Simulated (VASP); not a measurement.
Data:

```
CELL_PARAMETERS angstrom
      0.00000     3.03288     3.03288
      3.03288     0.00000     3.03288
      3.03288     3.03288     0.00000
ATOMIC_POSITIONS crystal
  Bi 0.00000 0.00000 0.00000
  Se 0.50000 0.50000 0.50000
```

All values below come from PBEsol GGA, VASP's PBE PAW potentials (set 64) (plane waves; VASP 6.6.1). Numerical set-up: 400 eV cut-off, Gaussian smearing of 0.050 eV, potentials Bi_d Se.

Q: Give the energies of bands 8 to 13 at the high-symmetry points, in eV from the Fermi level.

A: 
```
band      Γ      X      U      L      W
----  -----  -----  -----  -----  -----
8     -3.16  -6.49  -6.08  -2.64  -5.72
9     -3.16  -4.67  -4.14  -2.64  -5.72
10    -3.16  -4.67  -4.02  -1.75  -2.14
11     2.53   2.27   1.76  -1.48  -0.23
12     2.53   3.70   2.08  -0.45   3.56
13     2.53   3.70   3.97  -0.45   3.56
```

It has no gap at this level: it comes out as a metal or semimetal.

The structure comes from a measured BiSe entry (Fm-3m) of the Crystallography Open Database, whose conditions weren't checked. It was relaxed first. The electron count is odd and the run is not spin-polarised, which forces a metal.
